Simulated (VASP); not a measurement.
```yaml
crystal:
  lattice:
    - [2.72302, 0.00000, 0.00000]
    - [0.00000, 2.72302, 0.00000]
    - [0.00000, 0.00000, 2.72302]
  atoms:
    - { symbol: Pd, position: [0.00000, 0.00000, 0.00000] }
    - { symbol: C, position: [0.50000, 0.50000, 0.50000] }
```

Calculation: PBE GGA, VASP's PBE PAW potentials (set 64) (plane waves; VASP). Settings: 520 eV cut-off, 9×9×9 Γ-centred mesh, Gaussian smearing of 0.050 eV, potentials Pd C_s.

Q: Give the stress tensor in GPa (positive for a compressed cell).

A: 
```
12.34   0.00   0.00
 0.00  12.34   0.00
 0.00   0.00  12.34
```
The pressure is its mean diagonal, 12.34 GPa.

The structure was generated: PdC was put into the CsCl type (Pm-3m), which need not be its known phase. The cell was not relaxed at this level. The run is one of a series of settings (POTCAR Pd C_s (PBE.64 set) against the base run), some of them coarse on purpose.
